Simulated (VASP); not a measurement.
Here is the system:

```
AgCl
1.0
    0.00000     2.81089     2.75828
    2.80703     0.00000     2.75828
    2.80703     2.81089     0.00000
Ag Cl
1 1
Direct
  0.00000   0.00000   0.00000
  0.49218   0.50782   0.50782
```

Level of theory: RPBE GGA, VASP's PBE PAW potentials (set 64) (plane waves; VASP). Numerical set-up: 400 eV cut-off, 7×7×7 Γ-centred mesh, Gaussian smearing of 0.050 eV, potentials Ag Cl.

**Question.** What does the run give for the energy per atom (σ→0), pressure?

**Answer.** 
```
Property                       Result
---------------------  --------------
energy per atom (σ→0)  -2.344 eV/atom
pressure                     3.45 GPa
```

The compound is AgCl in the rock salt structure. The cell was not relaxed at this level, atoms are displaced from their ideal sites. The run is one of a series of settings (GGA = RP against the base run), some of them coarse on purpose.
